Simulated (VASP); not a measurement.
# CaInF2 (P-3m1) in VASP: reference runs

Aim: a first look at CaInF2 with PBE, on the cell as given and on a disturbed one.

All numbers are computed with VASP 6.6.1; they aren't measurements. Logs are shortened: lines on timing, memory, paths and dates and some standing lists are left out, and cuts for length are marked.

**1. The structure**

The structure is trigonal, space group P-3m1 (No. 164). The conventional cell has a = 3.514 Å, b = 3.514 Å, c = 10.145 Å, α = 90.00°, β = 90.00°, γ = 120.00°. Ca (site symmetry -3m) has 6 F at 2.26 Å as nearest neighbours. In (site symmetry -3m) has 6 In at 3.51 Å as nearest neighbours. F (site symmetry 3m) is surrounded by 3 Ca at 2.26 Å.

The cell was built by a generator and needn't be a form met in nature.

**2. Single point, PBE**

Input file INCAR:

```
SYSTEM = CaInF2
PREC = Accurate
ENCUT = 520
EDIFF = 1E-7
ISMEAR = -1
SIGMA = 0.05
LREAL = .False.
LASPH = .True.
NELM = 80
ALGO = Normal
ISIF = 2
LWAVE = .False.
LCHARG = .True.
GGA = PE
LELF = .True.
LVHAR = .True.
NBANDS = 26
```

Input file KPOINTS:

```
Automatic mesh
0
Gamma
  9 9 3
  0 0 0
```

Input file POSCAR:

```
CaInF2
1.0
    3.5141200000      0.0000000000      0.0000000000
   -1.7570600000      3.0433100000      0.0000000000
    0.0000000000      0.0000000000     10.1453600000
Ca In F
1 1 2
Direct
    0.0000000000      0.0000000000      0.0000000000
    0.0000000000      0.0000000000      0.5000000000
    0.6666700000      0.3333300000      0.9009400000
    0.3333300000      0.6666700000      0.0990600000
```

Potentials or basis: VASP PAW PBE potentials, release 64 (Ca_sv, In_d, F).

Launch:

```
$ cat potpaw_PBE.64/Ca_sv/POTCAR potpaw_PBE.64/In_d/POTCAR potpaw_PBE.64/F/POTCAR > POTCAR
$ mpirun -np 1 vasp_std > vasp.out
```

OUTCAR:

```text
SYSTEM = CaInF2
   PREC = Accurate
   ENCUT = 520
   EDIFF = 1E-7
   ISMEAR = -1
   LREAL = .False.
   LASPH = .True.
   NELM = 80
   ISIF = 2
   GGA = PE

 ion  position               nearest neighbor table
   1  0.000  0.000  0.000-   3 2.26   4 2.26   4 2.26   3 2.26   3 2.26   4 2.26
   2  0.000  0.000  0.500-
   3  0.667  0.333  0.901-   1 2.26   1 2.26   1 2.26
   4  0.333  0.667  0.099-   1 2.26   1 2.26   1 2.26

  LATTYP: Found a hexagonal cell.
 ALAT       =     3.5141200000
 C/A-ratio  =     2.8870271932

  Lattice vectors:

 A1 = (   3.5141200000,   0.0000000000,   0.0000000000)
 A2 = (  -1.7570600000,   3.0433100000,   0.0000000000)
 A3 = (   0.0000000000,   0.0000000000,  10.1453600000)

Analysis of symmetry for initial positions (statically):
=====================================================================
 Subroutine PRICEL returns:
 Original cell was already a primitive cell.

 Routine SETGRP: Setting up the symmetry group for a
 hexagonal supercell.

 Subroutine GETGRP returns: Found  4 space group operations
 (whereof  4 operations were pure point group operations)
 out of a pool of 24 trial point group operations.

The static configuration has the point symmetry C_2h.

Analysis of symmetry for dynamics (positions and initial velocities):
=====================================================================
 Subroutine PRICEL returns:
 Original cell was already a primitive cell.

 Routine SETGRP: Setting up the symmetry group for a
 hexagonal supercell.

 Subroutine GETGRP returns: Found  4 space group operations
 (whereof  4 operations were pure point group operations)
 out of a pool of 24 trial point group operations.

The dynamic configuration has the point symmetry C_2h.

 Subroutine INISYM returns: Found  4 space group operations
 (whereof  4 operations are pure point group operations),
 and found     1 'primitive' translations

----------------------------------------------------------------------------------------

                                     Primitive cell

  volume of cell :     108.5001

  direct lattice vectors                    reciprocal lattice vectors
     3.514120000  0.000000000  0.000000000     0.284566264  0.164294797  0.000000000
    -1.757060000  3.043310000  0.000000000     0.000000000  0.328589595  0.000000000
     0.000000000  0.000000000 10.145360000     0.000000000  0.000000000  0.098567227

  length of vectors
     3.514120000  3.514113772 10.145360000     0.328589012  0.328589595  0.098567227

  position of ions in fractional coordinates (direct lattice)
     0.000000000  0.000000000  0.000000000
     0.000000000  0.000000000  0.500000000
     0.666670000  0.333330000  0.900940000
     0.333330000  0.666670000  0.099060000

  ion indices of the primitive-cell ions
   primitive index   ion index
                 1           1
                 2           2
                 3           3
                 4           4

----------------------------------------------------------------------------------------

 KPOINTS: Automatic mesh

Automatic generation of k-mesh.
 Grid dimensions read from file:
 generate k-points for:    9    9    3

 Generating k-lattice:

  Cartesian coordinates                     Fractional coordinates (reciprocal lattice)
     0.031618474  0.018254977  0.000000000     0.111111111  0.000000000  0.000000000
     0.000000000  0.036509955  0.000000000     0.000000000  0.111111111  0.000000000
     0.000000000  0.000000000  0.032855742     0.000000000  0.000000000  0.333333333

  Length of vectors
     0.036509890  0.036509955  0.032855742

  Shift w.r.t. Gamma in fractional coordinates (k-lattice)
     0.000000000  0.000000000  0.000000000

 Subroutine IBZKPT returns following result:
 ===========================================

 Found     70 irreducible k-points:

 Following reciprocal coordinates:
            Coordinates               Weight
  0.000000  0.000000  0.000000      1.000000
  0.111111 -0.000000  0.000000      4.000000
 -0.111111  0.111111  0.000000      2.000000
  0.222222  0.000000  0.000000      4.000000
 -0.222222  0.222222  0.000000      2.000000
  0.333333 -0.000000  0.000000      4.000000
[... 16 lines left out ...]
 -0.222222 -0.444444  0.000000      4.000000
  0.444444  0.333333  0.000000      4.000000
 [... further k-points ...]
   k-points           NKPTS =     70   k-points in BZ     NKDIM =     70   number of bands    NBANDS=     26
   number of dos      NEDOS =    301   number of ions     NIONS =      4
   total plane-waves  NPLWV =  62720
   dimension x,y,z NGX =    28 NGY =   28 NGZ =   80
   dimension x,y,z NGXF=    56 NGYF=   56 NGZF=  160
   ions per type =               1   1   2
   NGX,Y,Z   is equivalent  to a cutoff of  13.25, 13.25, 13.11 a.u.
   NGXF,Y,Z  is equivalent  to a cutoff of  26.49, 26.49, 26.22 a.u.
 SYSTEM =  CaInF2
   PREC   = accura    normal or accurate (medium, high low for compatibility)
   ISTART =      0    job   : 0-new  1-cont  2-samecut
   ICHARG =      2    charge: 1-file 2-atom 10-const
   ISPIN  =      1    spin polarized calculation?
   LNONCOLLINEAR =      F non collinear calculations
   LSORBIT =      F    spin-orbit coupling
   LASPH  =      T    aspherical Exc in radial PAW
   ENCUT  =  520.0 eV  38.22 Ry    6.18 a.u.   6.53  6.53 18.86*2*pi/ulx,y,z
   NELM   =     80;   NELMIN=  2; NELMDL= -5     # of ELM steps
   EDIFF  = 0.1E-06   stopping-criterion for ELM
   LREAL  =      F    real-space projection
   EDIFFG = 0.1E-05   stopping-criterion for IOM
   NSW    =      0    number of steps for IOM
   IBRION =     -1    ionic relax: 0-MD 1-quasi-New 2-CG
   NFREE  =      0    steps in history (QN), initial steepest desc. (CG)
   ISIF   =      2    stress and relaxation
   ISYM   =      2    0-nonsym 1-usesym 2-fastsym
   POTIM  = 0.5000    time-step for ionic-motion
   TEBEG  =    0.0;   TEEND  =   0.0 temperature during run
   PSTRESS=    0.0 pullay stress
   NELECT =      37.0000    total number of electrons
   NUPDOWN=      -1.0000    fix difference up-down
   EMIN   =  10.00;   EMAX   =-10.00  energy-range for DOS
   EFERMI =   0.00;   METHOD = LEGACY
   ISMEAR =    -1;   SIGMA  =   0.05  broadening in eV -4-tet -1-fermi 0-gaus
   EFERMI_NEDOS =   21; number of points for ismear=-14 and -15
   IALGO  =     38    algorithm
   IMIX   =      4    mixing-type and parameters
     AMIX     =   0.40;   BMIX     =  1.00
     AMIX_MAG =   1.60;   BMIX_MAG =  1.00
  volume/ion in A,a.u.               =      27.13       183.05
  Fermi-wavevector in a.u.,A,eV,Ry     =   1.143752  2.161378 17.798725  1.308169
  Thomas-Fermi vector in A             =   2.280447
   LORBIT       =      0    0 simple, 1 ext, 2 COOP (PROOUT), +10 PAW based schemes
   GGA     = PE    functional components
   LHFCALC =     F    Hartree Fock is set to
   AEXX    =    0.0000 exact exchange contribution
   IVDW    =     0    specifies the selected vdW correction
   LEPSILON=     F    determine dielectric tensor
   LRPA    =     F    only Hartree local field effects (RPA)
 non-spin polarized calculation
  energy-cutoff  :      520.00
  volume of cell :      108.50
 maximum number of plane-waves:      2978
 NGX is ok and might be reduce to    28
   NGX = 13   NGY = 13   NGZ = 37

 number of electron      36.9999995 magnetization

 Free energy of the ion-electron system (eV)
  ---------------------------------------------------
  ext. energy  EPLUGINS =         0.00000000
  ---------------------------------------------------
  free energy    TOTEN  =       -18.86155763 eV

  energy without entropy =      -18.84591675  energy(sigma->0) =      -18.85373719

 E-fermi :   1.9899     XC(G=0):  -7.4399

 val. band max:        1.9139472121   @ k =   0.1111   0.1111   0.0000
 cond. band min:       2.0444357536   @ k =   0.3333   0.3333   0.0000
 fundamental gap:      0.1304885415
 Fermi energy:         1.9899166410

 k-point     1 :       0.0000    0.0000    0.0000
  band No.  band energies     occupation
      1     -39.0181      2.00000
      2     -22.7519      2.00000
      3     -22.5700      2.00000
      4     -19.8939      2.00000
      5     -19.8939      2.00000
      6     -19.5133      2.00000
[... 18 lines left out ...]
     25       8.3191      0.00000
     26       8.3192      0.00000

 k-point     2 :       0.1111   -0.0000    0.0000
  band No.  band energies     occupation
      1     -39.0109      2.00000
      2     -22.7248      2.00000
      3     -22.6540      2.00000
      4     -19.9067      2.00000
      5     -19.8148      2.00000
      6     -19.5623      2.00000
[... 18 lines left out ...]
     25       8.3392      0.00000
     26       8.4473      0.00000

 k-point     3 :      -0.1111    0.1111    0.0000
  band No.  band energies     occupation
      1     -39.0109      2.00000
      2     -22.7248      2.00000
      3     -22.6540      2.00000
      4     -19.9067      2.00000
      5     -19.8148      2.00000
      6     -19.5623      2.00000
[... 18 lines left out ...]
     25       8.3391      0.00000
     26       8.4472      0.00000

 k-point     4 :       0.2222    0.0000    0.0000
  band No.  band energies     occupation
      1     -38.9924      2.00000
      2     -22.8663      2.00000
      3     -22.6312      2.00000
      4     -19.9389      2.00000
      5     -19.7760      2.00000
      6     -19.5498      2.00000
[... 18 lines left out ...]
     25       7.3508      0.00000
     26       8.3933      0.00000
[... 496 lines left out ...]
      1     -38.9514      2.00000
      2     -23.0521      2.00000
      3     -22.6954      2.00000
      4     -20.0619      2.00000
      5     -19.7494      2.00000
      6     -19.4204      2.00000
[... 18 lines left out ...]
     25       7.4928      0.00000
     26       7.9290      0.00000

 k-point    23 :      -0.2222   -0.4444    0.0000
  band No.  band energies     occupation
      1     -38.9514      2.00000
      2     -23.0522      2.00000
      3     -22.6954      2.00000
      4     -20.0619      2.00000
      5     -19.7494      2.00000
      6     -19.4203      2.00000
[... 18 lines left out ...]
     25       7.4929      0.00000
     26       7.9291      0.00000

 k-point    24 :       0.4444    0.3333    0.0000
  band No.  band energies     occupation
      1     -38.9514      2.00000
      2     -23.0522      2.00000
      3     -22.6954      2.00000
      4     -20.0619      2.00000
      5     -19.7494      2.00000
      6     -19.4203      2.00000
[... 18 lines left out ...]
     25       7.4929      0.00000
     26       7.9290      0.00000

 [... further k-points ...]

------------------------ aborting loop because EDIFF is reached ----------------------------------------

  FORCE on cell =-STRESS in cart. coord.  units (eV):
  Direction    XX          YY          ZZ          XY          YZ          ZX
  --------------------------------------------------------------------------------------
  -------------------------------------------------------------------------------------
  Total        0.1384323      0.1382913      0.0244217     -0.0001216     -0.0001175      0.0002034
  in kB        2.0441740      2.0420914      0.3606252     -0.0017952     -0.0017345      0.0030036
  external PRESSURE =       1.4822968 kB  Pullay stress =       0.0000000 kB

 VOLUME and BASIS-vectors are now :
 -----------------------------------------------------------------------------
  energy-cutoff  :      520.00
  volume of cell :      108.50
      direct lattice vectors                 reciprocal lattice vectors
     3.514120000  0.000000000  0.000000000     0.284566264  0.164294797  0.000000000
    -1.757060000  3.043310000  0.000000000     0.000000000  0.328589595  0.000000000
     0.000000000  0.000000000 10.145360000     0.000000000  0.000000000  0.098567227

 POSITION                                       TOTAL-FORCE (eV/Angst)
 -----------------------------------------------------------------------------------
      0.00000      0.00000      0.00000        -0.000000      0.000000      0.000000
      0.00000      0.00000      5.07268        -0.000000      0.000000      0.000000
      1.75708      1.01443      9.14036        -0.000092      0.000053     -0.046804
     -0.00002      2.02888      1.00500         0.000092     -0.000053      0.046804
 -----------------------------------------------------------------------------------
    total drift:                                0.000000      0.000000      0.000000

  FREE ENERGIE OF THE ION-ELECTRON SYSTEM (eV)
  ---------------------------------------------------
  free  energy   TOTEN  =       -18.8615576308 eV

  energy  without entropy=      -18.8459167457  energy(sigma->0) =      -18.85373719
```

Wall time 2.4 min (1 thread of AMD EPYC 9R45 (Zen 5), shared host); peak memory 0.33 GiB.

Results:

```yaml
Free_energy: -18.8616 eV
Pressure: 0.1 GPa
Largest_force: 0.047 eV/Å
Band_gap_on_the_k_mesh: none (metal or under the smearing width)
```

Forces in eV/Å, atoms in the order of the input:
```
Ca   0.000  0.000  0.000
In   0.000  0.000  0.000
F    0.000  0.000 -0.047
F    0.000  0.000  0.047
```

Stress tensor (GPa, compression positive):
```
0.20 0.00 0.00
0.00 0.20 0.00
0.00 0.00 0.04
```

Caveat: an odd number of electrons without spin polarisation forces a metal; a magnetic or distorted state may lie lower.

**3. Single point, PBE (atoms moved at random, drawn with an rms of 0.05 Å)**

Input file INCAR:

```
ALGO     = Normal         # electronic algorithm
EDIFF    = 1E-7           # SCF threshold, eV
ENCUT    = 520            # plane-wave cutoff, eV
GGA      = PE             # functional
ISIF     = 2              # what is computed and relaxed
ISMEAR   = -1             # smearing method
LASPH    = T              # aspherical terms in the spheres
LCHARG   = F              # write CHGCAR
LREAL    = F              # projectors in reciprocal space
LWAVE    = F              # write WAVECAR
NBANDS   = 26             # bands
NELM     = 100            # most SCF steps
PREC     = Accurate       # precision mode
SIGMA    = 0.05           # smearing width, eV
```

Input file KPOINTS:

```
k-points
0
Gamma
  9 9 3
```

Input file POSCAR:

```
CaInF2
1.0
    3.5141200000      0.0000000000      0.0000000000
   -1.7570600000      3.0433100000      0.0000000000
    0.0000000000      0.0000000000     10.1453600000
Ca In F
1 1 2
Direct
    0.0065330000      0.0136110000     -0.0016790000
   -0.0087500000     -0.0099560000      0.4967770000
    0.6509190000      0.3298290000      0.9027150000
    0.3550940000      0.6715280000      0.0975920000
```

Potentials or basis: VASP PAW PBE potentials, release 64 (Ca_sv, In_d, F).

Launch:

```
$ cat potpaw_PBE.64/Ca_sv/POTCAR potpaw_PBE.64/In_d/POTCAR potpaw_PBE.64/F/POTCAR > POTCAR
$ mpirun -np 1 vasp_std > vasp.out
```

OUTCAR:

```text
EDIFF = 1E-7
   ENCUT = 520
   GGA = PE
   ISIF = 2
   ISMEAR = -1
   LASPH = T
   LREAL = F
   NELM = 100
   PREC = Accurate

 ion  position               nearest neighbor table
   1  0.007  0.014  0.998-   3 2.19   4 2.22   4 2.24   3 2.26   3 2.30   4 2.33
   2  0.991  0.990  0.497-
   3  0.651  0.330  0.903-   1 2.19   1 2.26   1 2.30
   4  0.355  0.672  0.098-   1 2.22   1 2.24   1 2.33

  LATTYP: Found a hexagonal cell.
 ALAT       =     3.5141200000
 C/A-ratio  =     2.8870271932

  Lattice vectors:

 A1 = (   3.5141200000,   0.0000000000,   0.0000000000)
 A2 = (  -1.7570600000,   3.0433100000,   0.0000000000)
 A3 = (   0.0000000000,   0.0000000000,  10.1453600000)

Analysis of symmetry for initial positions (statically):
=====================================================================
 Subroutine PRICEL returns:
[... 170 lines left out ...]
  ext. energy  EPLUGINS =         0.00000000
  ---------------------------------------------------
  free energy    TOTEN  =       -18.82879625 eV

  energy without entropy =      -18.81315958  energy(sigma->0) =      -18.82097791

 E-fermi :   1.9644     XC(G=0):  -7.4322

 val. band max:        1.8880241526   @ k =  -0.1111   0.2222   0.0000
 cond. band min:       2.0181891805   @ k =   0.3333   0.3333   0.0000
 fundamental gap:      0.1301650278
 Fermi energy:         1.9643562233

 k-point     1 :       0.0000    0.0000    0.0000
  band No.  band energies     occupation
      1     -38.9371      2.00000
      2     -22.7654      2.00000
      3     -22.5455      2.00000
      4     -19.8203      2.00000
      5     -19.8136      2.00000
      6     -19.4240      2.00000
[... 685 lines left out ...]
     25       7.3928      0.00000
     26       7.9575      0.00000

 [... further k-points ...]

------------------------ aborting loop because EDIFF is reached ----------------------------------------

  FORCE on cell =-STRESS in cart. coord.  units (eV):
  Direction    XX          YY          ZZ          XY          YZ          ZX
  --------------------------------------------------------------------------------------
  -------------------------------------------------------------------------------------
  Total        0.5433769      0.3184774      0.3137156      0.3742501     -0.1841989     -0.7216542
  in kB        8.0238254      4.7028266      4.6325116      5.5263990     -2.7199901    -10.6563752
  external PRESSURE =       5.7863879 kB  Pullay stress =       0.0000000 kB

 VOLUME and BASIS-vectors are now :
 -----------------------------------------------------------------------------
  energy-cutoff  :      520.00
  volume of cell :      108.50
      direct lattice vectors                 reciprocal lattice vectors
     3.514120000  0.000000000  0.000000000     0.284566264  0.164294797  0.000000000
    -1.757060000  3.043310000  0.000000000     0.000000000  0.328589595  0.000000000
     0.000000000  0.000000000 10.145360000     0.000000000  0.000000000  0.098567227

 POSITION                                       TOTAL-FORCE (eV/Angst)
 -----------------------------------------------------------------------------------
     -0.00096      0.04142     10.12833        -0.004524     -0.275276      0.160781
      1.74380      3.01301      5.03998        -0.000169     -0.000724      0.000202
      1.70788      1.00377      9.15837         0.366408      0.233157     -0.277736
      0.06793      2.04367      0.99011        -0.361715      0.042843      0.116753
 -----------------------------------------------------------------------------------
    total drift:                                0.000211      0.000348      0.000716

  FREE ENERGIE OF THE ION-ELECTRON SYSTEM (eV)
  ---------------------------------------------------
  free  energy   TOTEN  =       -18.8287962478 eV

  energy  without entropy=      -18.8131595819  energy(sigma->0) =      -18.82097791
```

stdout:

```text
POSCAR found type information on POSCAR CaInF
 POSCAR found :  3 types and       4 ions
 scaLAPACK will be used
 LDA part: xc-table for (Slater+PW92), standard interpolation
 POSCAR, INCAR and KPOINTS ok, starting setup
 FFT: planning ... GRIDC
 FFT: planning ... GRID_SOFT
 FFT: planning ... GRID
 WAVECAR not read
 entering main loop
```

Run time: 4.2 min. Hardware: 1 thread of AMD EPYC 9R45 (Zen 5), shared host; peak memory 0.46 GiB.

What came out:

```yaml
Free_energy: -18.8288 eV
Pressure: 0.6 GPa
Largest_force: 0.516 eV/Å
Band_gap_on_the_k_mesh: none (metal or under the smearing width)
```

Forces in eV/Å, atoms in the order of the input:
```
Ca  -0.005 -0.275  0.161
In   0.000 -0.001  0.000
F    0.366  0.233 -0.278
F   -0.362  0.043  0.117
```

Levels at points of the mesh, in eV from the Fermi level:
| k point | band 15 | band 16 | band 17 | band 18 | band 19 | band 20 | band 21 | band 22 |
| --- | --- | --- | --- | --- | --- | --- | --- | --- |
| (0.00, 0.00, 0.00) | -6.45 | -5.50 | -5.40 | -5.37 | -0.67 | 2.12 | 4.29 | 4.46 |

Caveat: an odd number of electrons without spin polarisation forces a metal; a magnetic or distorted state may lie lower.
